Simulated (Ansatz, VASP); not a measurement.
# SbP: VASP beside Ansatz

Aim: how closely do two programs agree when they are given the same cell, functional and k mesh? The cell is generated by rule, not measured, and may not be a known phase. The cell is taken from a series of runs on this material, whose earlier steps may have relaxed, scaled, displaced or heated it; both programs get it as it stands.

Method: plane waves, with VASP 6.6.1 beside it; zone-centre phonons at LDA, in Ansatz 0.2.0.

The structure was built from a prototype and need not be the compound's stable phase.

## (1) Starting point

The structure is hexagonal, space group P6_3mc (No. 186). Conventional cell: a = 4.672 Å, b = 4.672 Å, c = 5.670 Å, α = 90.00°, β = 90.00°, γ = 120.00°. Nearest to Sb lie 5 P at 2.57 to 3.10 Å. Nearest to P lie 5 Sb at 2.57 to 3.10 Å. Farther neighbours are not listed.

Coordinates:

```cif
data_structure
_symmetry_space_group_name_H-M 'P6_3mc'
_symmetry_Int_Tables_number 186
_cell_length_a 4.6725
_cell_length_b 4.6725
_cell_length_c 5.6699
_cell_angle_alpha 90.000
_cell_angle_beta 90.000
_cell_angle_gamma 120.000
_cell_volume 107.20
loop_
_atom_site_label
_atom_site_type_symbol
_atom_site_symmetry_multiplicity
_atom_site_Wyckoff_symbol
_atom_site_fract_x
_atom_site_fract_y
_atom_site_fract_z
_atom_site_occupancy
Sb1 Sb 2 b 0.33333 0.66667 0.23585 1
P1 P 2 b 0.66667 0.33333 0.28297 1
```

## (2) VASP: zone-centre phonons, LDA

Second derivatives magnify differences that forces hide, and they need a tight electronic threshold.

Lines of VASP's logs that name or quote its potential files are left out, and so is its time.

INCAR reads:

```
SYSTEM = SbP
PREC = Accurate
ENCUT = 500
EDIFF = 1E-08
NELM = 120
ISMEAR = 1
SIGMA = 0.15
LREAL = .FALSE.
ALGO = Normal
GGA = PW92
NBANDS = 16
LORBIT = 11
LWAVE = .FALSE.
LCHARG = .FALSE.
ISIF = 2
IBRION = 8
LASPH = .TRUE.
GGA_COMPAT = .FALSE.
KPAR = 2
```

POSCAR reads:

```
SbP
1.0
    4.6724678166      0.0000000000      0.0000000000
   -2.3362339083      4.0464758275      0.0000000000
    0.0000000000      0.0000000000      5.6699029590
Sb P
2 2
Direct
    0.3333333334      0.6666666668      0.2358450737
    0.6666666668      0.3333333334      0.7358450737
    0.6666666668      0.3333333334      0.2829677938
    0.3333333334      0.6666666668      0.7829677938
```

KPOINTS reads:

```
Automatic mesh
0
Gamma
9 9 8
0 0 0
```

Potentials, in the order of the species: Sb and P (LDA family, release 64).

Run with:

```bash
$ mpirun -np 2 vasp_std
```

Numbers of over 12 decimals in the logs are rounded to 6 here.

What it wrote:

```text
[banner, memory and clock lines left out]
running    2 mpi-ranks, on    1 nodes
 distrk:  each k-point on    1 cores,    2 groups
 distr:  one band on    1 cores,    1 groups

 POSCAR found type information on POSCAR SbP
 POSCAR found :  2 types and       4 ions
|                                                                             |
|               ----> ADVICE to this user running VASP <----                  |
|                                                                             |
|     You enforced a specific xc type in the INCAR file but a different       |
|     [... a line on the potential file left out ...]
|     I HOPE YOU KNOW WHAT YOU ARE DOING!                                     |
|                                                                             |

 LDA part: xc-table for (Slater(with rela. corr.)+PW92), standard interpolation
 POSCAR, INCAR and KPOINTS ok, starting setup
 FFT: planning ... GRIDC
 FFT: planning ... GRID_SOFT
 FFT: planning ... GRID
 WAVECAR not read
 entering main loop
       N       E                     dE             d eps       ncg     rms          rms(c)
DAV:   1     0.918544178932E+02    0.91854E+02   -0.72689E+03  1920   0.988E+02
DAV:   2    -0.137662623169E+02   -0.10562E+03   -0.10231E+03  2616   0.167E+02
DAV:   3    -0.208108392485E+02   -0.70446E+01   -0.69923E+01  2584   0.488E+01
DAV:   4    -0.209020053653E+02   -0.91166E-01   -0.91090E-01  2392   0.658E+00
DAV:   5    -0.209039905300E+02   -0.19852E-02   -0.19850E-02  2616   0.967E-01    0.661E+00
DAV:   6    -0.205051475555E+02    0.39884E+00   -0.96512E-01  2224   0.440E+00    0.407E+00
DAV:   7    -0.204848160437E+02    0.20332E-01   -0.15025E-01  2584   0.196E+00    0.171E+00
DAV:   8    -0.204758881244E+02    0.89279E-02   -0.15235E-02  2248   0.655E-01    0.379E-01
DAV:   9    -0.204754057630E+02    0.48236E-03   -0.24661E-03  2568   0.294E-01    0.794E-02
DAV:  10    -0.204754349289E+02   -0.29166E-04   -0.18032E-04  2320   0.767E-02    0.521E-02
DAV:  11    -0.204754494192E+02   -0.14490E-04   -0.73503E-05  2480   0.424E-02    0.146E-02
DAV:  12    -0.204754447980E+02    0.46212E-05   -0.14574E-05  2312   0.209E-02    0.106E-02
DAV:  13    -0.204754447853E+02    0.12703E-07   -0.21701E-06  2600   0.751E-03    0.279E-03
DAV:  14    -0.204754447509E+02    0.34384E-07   -0.21592E-07  2448   0.220E-03    0.130E-03
DAV:  15    -0.204754447575E+02   -0.66418E-08   -0.52180E-08  2408   0.108E-03
   1 F= -.20475445E+02 E0= -.20475826E+02  d E =0.114379E-02
 Linear response reoptimize wavefunctions to high precision
DAV:   1    -0.204754447563E+02    0.12016E-08   -0.20776E-09  1616   0.286E-04
DAV:   2    -0.204754447564E+02   -0.39449E-10   -0.29954E-10  1384   0.111E-04
 Linear response DOF=           4
 Linear response progress:
  Degree of freedom:   1/  4
       N       E                     dE             d eps       ncg     rms          rms(c)
RMM:   1    -0.285170962982E-01   -0.28517E-01    0.12660E-03 20312   0.132E+00
RMM:   2    -0.268033017622E-01    0.17138E-02   -0.34676E-03 16984   0.314E-01    0.650E-02
RMM:   3    -0.267366924329E-01    0.66609E-04   -0.15324E-04 17495   0.547E-02    0.363E-02
RMM:   4    -0.266932190734E-01    0.43473E-04   -0.20885E-05 17712   0.190E-02    0.428E-03
RMM:   5    -0.266903114166E-01    0.29077E-05   -0.75052E-06 18146   0.457E-03    0.132E-03
RMM:   6    -0.266898922862E-01    0.41913E-06   -0.10315E-06 18489   0.124E-03    0.443E-04
RMM:   7    -0.266902348506E-01   -0.34256E-06    0.19185E-06 18352   0.462E-04    0.114E-04
RMM:   8    -0.266903022346E-01   -0.67384E-07    0.79456E-08 18791   0.130E-04    0.527E-05
RMM:   9    -0.266902493010E-01    0.52934E-07   -0.26787E-08 18654   0.503E-05    0.911E-06
RMM:  10    -0.266902676055E-01   -0.18305E-07   -0.15358E-08 19153   0.207E-05    0.486E-06
RMM:  11    -0.266902731503E-01   -0.55448E-08    0.69509E-09 18724   0.144E-05    0.547E-07
 first order change of Fermi-energy  -0.16888E-04
 force on displaced ion       1 direction 1 :  -1.878  -0.004   0.000
 Linear response progress:
  Degree of freedom:   2/  4
       N       E                     dE             d eps       ncg     rms          rms(c)
RMM:   1    -0.318342476432E-01   -0.31834E-01    0.19592E-02  4674   0.132E+00
RMM:   2    -0.305817460375E-01    0.12525E-02   -0.28826E-03  4225   0.313E-01    0.865E-02
RMM:   3    -0.304586302666E-01    0.12312E-03   -0.10525E-04  4297   0.639E-02    0.481E-02
RMM:   4    -0.303378117991E-01    0.12082E-03   -0.18475E-05  4334   0.269E-02    0.138E-02
RMM:   5    -0.303157582908E-01    0.22054E-04    0.23381E-06  4374   0.844E-03    0.365E-03
RMM:   6    -0.303158291520E-01   -0.70861E-07   -0.39348E-07  4459   0.196E-03    0.115E-03
RMM:   7    -0.303170047764E-01   -0.11756E-05   -0.38763E-07  4381   0.864E-04    0.202E-04
RMM:   8    -0.303170580254E-01   -0.53249E-07   -0.41053E-08  4527   0.248E-04    0.893E-05
RMM:   9    -0.303169871107E-01    0.70915E-07    0.33690E-08  4494   0.875E-05    0.220E-05
RMM:  10    -0.303169455915E-01    0.41519E-07    0.16268E-09  4660   0.401E-05    0.691E-06
RMM:  11    -0.303169571521E-01   -0.11561E-07   -0.59101E-09  4655   0.236E-05    0.292E-06
RMM:  12    -0.303169580071E-01   -0.85498E-09   -0.39293E-09  4339   0.185E-05    0.686E-07
 first order change of Fermi-energy   0.20190E-01
 force on displaced ion       1 direction 3 :  -0.000   0.000  -6.653
 Linear response progress:
  Degree of freedom:   3/  4
       N       E                     dE             d eps       ncg     rms          rms(c)
RMM:   1    -0.541317961055E-01   -0.54132E-01    0.32858E-03 25329   0.141E+00
RMM:   2    -0.497033041255E-01    0.44285E-02   -0.32646E-03 16324   0.331E-01    0.757E-02
RMM:   3    -0.499154878890E-01   -0.21218E-03   -0.14732E-04 17419   0.693E-02    0.377E-02
RMM:   4    -0.501039714380E-01   -0.18848E-03   -0.14527E-05 17359   0.304E-02    0.863E-03
RMM:   5    -0.501067530756E-01   -0.27816E-05    0.96164E-07 18084   0.853E-03    0.328E-03
RMM:   6    -0.501036434314E-01    0.31096E-05   -0.11462E-06 18394   0.168E-03    0.205E-03
RMM:   7    -0.501066462125E-01   -0.30028E-05   -0.95535E-07 18228   0.699E-04    0.328E-04
RMM:   8    -0.501068183130E-01   -0.17210E-06    0.30134E-07 19042   0.200E-04    0.128E-04
RMM:   9    -0.501066817164E-01    0.13660E-06    0.27547E-07 18682   0.767E-05    0.121E-05
RMM:  10    -0.501067971444E-01   -0.11543E-06    0.34934E-08 18996   0.398E-05    0.542E-06
RMM:  11    -0.501067697629E-01    0.27381E-07    0.23011E-08 19168   0.259E-05    0.256E-06
RMM:  12    -0.501067711262E-01   -0.13633E-08   -0.25516E-09 17290   0.212E-05    0.674E-07
 first order change of Fermi-energy   0.13297E-04
 force on displaced ion       3 direction 1 :  -2.429   0.002   0.000
 Linear response progress:
  Degree of freedom:   4/  4
       N       E                     dE             d eps       ncg     rms          rms(c)
RMM:   1    -0.585751972645E-01   -0.58575E-01    0.97576E-03  5886   0.140E+00
RMM:   2    -0.538523298378E-01    0.47229E-02   -0.34878E-03  4039   0.335E-01    0.930E-02
RMM:   3    -0.539736288890E-01   -0.12130E-03   -0.25184E-04  4254   0.767E-02    0.462E-02
RMM:   4    -0.540792362158E-01   -0.10561E-03   -0.35728E-05  4304   0.241E-02    0.156E-02
RMM:   5    -0.541225864157E-01   -0.43350E-04   -0.13169E-06  4365   0.866E-03    0.444E-03
RMM:   6    -0.541199674937E-01    0.26189E-05    0.17709E-06  4414   0.252E-03    0.175E-03
RMM:   7    -0.541198596260E-01    0.10787E-06    0.46650E-08  4517   0.716E-04    0.421E-04
RMM:   8    -0.541210091906E-01   -0.11496E-05    0.16856E-08  4530   0.246E-04    0.133E-04
RMM:   9    -0.541211696872E-01   -0.16050E-06   -0.91782E-09  4638   0.991E-05    0.187E-05
RMM:  10    -0.541211010903E-01    0.68597E-07   -0.53219E-08  4650   0.511E-05    0.628E-06
RMM:  11    -0.541211088836E-01   -0.77933E-08   -0.49303E-08  4726   0.333E-05    0.154E-06
 first order change of Fermi-energy  -0.20120E-01
 force on displaced ion       3 direction 3 :   0.000  -0.000  -6.629
 Linear response finished
```

Parts of OUTCAR (step 2):

```text
ion  position               nearest neighbor table
   1  0.333  0.667  0.236-   4 2.57   3 2.71   3 2.71   3 2.71   4 3.10
   2  0.667  0.333  0.736-   3 2.57   4 2.71   4 2.71   4 2.71   3 3.10
   3  0.667  0.333  0.283-   2 2.57   1 2.71   1 2.71   1 2.71   2 3.10
   4  0.333  0.667  0.783-   1 2.57   2 2.71   2 2.71   2 2.71   1 3.10

  LATTYP: Found a hexagonal cell.
 ALAT       =     4.6724678166
 C/A-ratio  =     1.2134707357

 Subroutine GETGRP returns: Found 12 space group operations
 (whereof  6 operations were pure point group operations)

The static configuration has the point symmetry C_3v.
 The point group associated with its full space group is C_6v.

 Found     60 irreducible k-points:

   k-points           NKPTS =     60   k-points in BZ     NKDIM =     60   number of bands    NBANDS=     16

   dimension x,y,z NGX =    36 NGY =   36 NGZ =   42
   dimension x,y,z NGXF=    72 NGYF=   72 NGZF=   84

   ENCUT  =  500.0 eV  36.75 Ry    6.06 a.u.   8.52  8.52 10.34*2*pi/ulx,y,z

   NELECT =      20.0000    total number of electrons

 k-points in reciprocal lattice and weights: Automatic mesh
   0.00000000  0.00000000  0.00000000       0.002
   0.11111111  0.00000000  0.00000000       0.009
   0.22222222  0.00000000  0.00000000       0.009
   0.33333333  0.00000000  0.00000000       0.009
   0.44444444  0.00000000  0.00000000       0.009
   0.11111111  0.11111111  0.00000000       0.009
   0.22222222  0.11111111  0.00000000       0.019
   0.33333333  0.11111111  0.00000000       0.019
   0.44444444  0.11111111  0.00000000       0.009
[...]
0.33333333  0.22222222  0.50000000       0.019
   0.33333333  0.33333333  0.50000000       0.003

 average (electrostatic) potential at core
       1 -88.1030       2 -88.1030       3 -84.1283       4 -84.1283

  Total        0.0967762      0.0967762      0.1046535      0.0000000     -0.0000000      0.0000000
  in kB        1.4463732      1.4463732      1.5641031      0.0000000     -0.0000000      0.0000000
  external PRESSURE =       1.4856165 kB  Pullay stress =       0.0000000 kB

  energy-cutoff  :      500.00
  volume of cell :      107.20
      direct lattice vectors                 reciprocal lattice vectors
     4.672467817  0.000000000  0.000000000     0.214019666  0.123564312  0.000000000
    -2.336233908  4.046475828  0.000000000     0.000000000  0.247128623  0.000000000
     0.000000000  0.000000000  5.669902959     0.000000000  0.000000000  0.176369862

 POSITION                                       TOTAL-FORCE (eV/Angst)
 -----------------------------------------------------------------------------------
      0.00000      2.69765      1.33722         0.000000     -0.000000      0.031670
      2.33623      1.34883      4.17217        -0.000000      0.000000      0.031670
      2.33623      1.34883      1.60440        -0.000000     -0.000000     -0.031670
      0.00000      2.69765      4.43935         0.000000      0.000000     -0.031670
 -----------------------------------------------------------------------------------
    total drift:                               -0.000000     -0.000000     -0.000317

 Eigenvectors and eigenvalues of the dynamical matrix
 ----------------------------------------------------

   1 f  =    8.673030 THz    54.494254 2PiTHz  289.301137 cm-1    35.868753 meV
             X         Y         Z           dx          dy          dz
      0.000000  2.697651  1.337219    -0.000000   -0.000000   -0.212531
      2.336234  1.348825  4.172170    -0.000000   -0.000000    0.212531
      2.336234  1.348825  1.604400     0.000000    0.000000   -0.674411
      0.000000  2.697651  4.439351     0.000000    0.000000    0.674411

   2 f  =    6.631192 THz    41.665007 2PiTHz  221.192748 cm-1    27.424393 meV
             X         Y         Z           dx          dy          dz
      0.000000  2.697651  1.337219    -0.000000   -0.000000    0.317922
      2.336234  1.348825  4.172170    -0.000000   -0.000000    0.317922
      2.336234  1.348825  1.604400     0.000000    0.000000   -0.631606
      0.000000  2.697651  4.439351     0.000000    0.000000   -0.631606

   3 f  =    5.921816 THz    37.207866 2PiTHz  197.530515 cm-1    24.490651 meV
             X         Y         Z           dx          dy          dz
      0.000000  2.697651  1.337219    -0.318625    0.000003    0.000000
      2.336234  1.348825  4.172170    -0.318625    0.000003   -0.000000
      2.336234  1.348825  1.604400     0.631251   -0.000006    0.000000
      0.000000  2.697651  4.439351     0.631251   -0.000006    0.000000

   4 f  =    5.921816 THz    37.207866 2PiTHz  197.530515 cm-1    24.490651 meV
             X         Y         Z           dx          dy          dz
      0.000000  2.697651  1.337219     0.000003    0.318625   -0.000000
      2.336234  1.348825  4.172170     0.000003    0.318625    0.000000
      2.336234  1.348825  1.604400    -0.000006   -0.631251   -0.000000
      0.000000  2.697651  4.439351    -0.000006   -0.631251    0.000000

   5 f  =    3.481526 THz    21.875070 2PiTHz  116.131192 cm-1    14.398426 meV
             X         Y         Z           dx          dy          dz
      0.000000  2.697651  1.337219     0.000000   -0.000000    0.674411
      2.336234  1.348825  4.172170     0.000000   -0.000000   -0.674411
      2.336234  1.348825  1.604400    -0.000000    0.000000   -0.212531
      0.000000  2.697651  4.439351     0.000000   -0.000000    0.212531

   6 f  =    3.226224 THz    20.270963 2PiTHz  107.615246 cm-1    13.342584 meV
             X         Y         Z           dx          dy          dz
      0.000000  2.697651  1.337219    -0.038596    0.000000    0.000000
      2.336234  1.348825  4.172170     0.038596   -0.000000   -0.000000
      2.336234  1.348825  1.604400     0.706053   -0.000003   -0.000000
      0.000000  2.697651  4.439351    -0.706053    0.000003    0.000000

   7 f  =    3.226224 THz    20.270963 2PiTHz  107.615246 cm-1    13.342584 meV
             X         Y         Z           dx          dy          dz
      0.000000  2.697651  1.337219    -0.000000   -0.038596   -0.000000
      2.336234  1.348825  4.172170     0.000000    0.038596    0.000000
      2.336234  1.348825  1.604400     0.000003    0.706053    0.000000
      0.000000  2.697651  4.439351    -0.000003   -0.706053   -0.000000

   8 f  =    0.624155 THz     3.921679 2PiTHz   20.819557 cm-1     2.581295 meV
             X         Y         Z           dx          dy          dz
      0.000000  2.697651  1.337219     0.706053   -0.000024    0.000000
      2.336234  1.348825  4.172170    -0.706053    0.000024    0.000000
      2.336234  1.348825  1.604400     0.038596   -0.000001    0.000000
      0.000000  2.697651  4.439351    -0.038596    0.000001    0.000000

   9 f  =    0.624155 THz     3.921679 2PiTHz   20.819557 cm-1     2.581295 meV
             X         Y         Z           dx          dy          dz
      0.000000  2.697651  1.337219     0.000024    0.706053   -0.000000
      2.336234  1.348825  4.172170    -0.000024   -0.706053    0.000000
      2.336234  1.348825  1.604400     0.000001    0.038596    0.000000
      0.000000  2.697651  4.439351    -0.000001   -0.038596   -0.000000

  10 f/i=    0.001722 THz     0.010820 2PiTHz    0.057441 cm-1     0.007122 meV
             X         Y         Z           dx          dy          dz
      0.000000  2.697651  1.337219    -0.066280    0.627762   -0.000000
      2.336234  1.348825  4.172170    -0.066280    0.627762   -0.000000
      2.336234  1.348825  1.604400    -0.033455    0.316864   -0.000000
      0.000000  2.697651  4.439351    -0.033455    0.316864   -0.000000

  11 f/i=    0.001722 THz     0.010820 2PiTHz    0.057441 cm-1     0.007122 meV
             X         Y         Z           dx          dy          dz
      0.000000  2.697651  1.337219    -0.627762   -0.066280    0.000000
      2.336234  1.348825  4.172170    -0.627762   -0.066280    0.000000
      2.336234  1.348825  1.604400    -0.316864   -0.033455    0.000000
      0.000000  2.697651  4.439351    -0.316864   -0.033455    0.000000

  12 f/i=    0.005460 THz     0.034306 2PiTHz    0.182125 cm-1     0.022581 meV
             X         Y         Z           dx          dy          dz
      0.000000  2.697651  1.337219    -0.000000    0.000000    0.631606
      2.336234  1.348825  4.172170    -0.000000    0.000000    0.631606
      2.336234  1.348825  1.604400    -0.000000    0.000000    0.317922
      0.000000  2.697651  4.439351    -0.000000    0.000000    0.317922

 ELASTIC MODULI CONTR FROM IONIC RELAXATION (kBar)
 Direction    XX          YY          ZZ          XY          YZ          ZX
 --------------------------------------------------------------------------------
 XX        -163.2674    153.1582    -54.5358      0.0000     -0.0000      0.0000
 YY         153.1582   -163.2674    -54.5358     -0.0000      0.0000     -0.0000
 ZZ         -54.5358    -54.5358   -588.4030      0.0000     -0.0000     -0.0000
 XY           0.0000     -0.0000      0.0000   -158.2128     -0.0000     -0.0000
 YZ           0.0000      0.0000     -0.0000     -0.0000    -24.8528     -0.0000
 ZX           0.0000     -0.0000     -0.0000     -0.0000     -0.0000    -31.7046
 --------------------------------------------------------------------------------
```

(Part 1 of 2 ends here.)

[Lines on the potential files, build, host, timing and source positions are cut from VASP's logs without a mark.]

[Logs are printed without paths, hosts, clocks, repeated set-up lines and the standing remarks that a program may print on its own settings, such as how far it seeks lower states.]

[Hosts, paths, dates, database ids (printed as entryN), source tags and the programs' standing remarks are cut or masked in the printed files.]
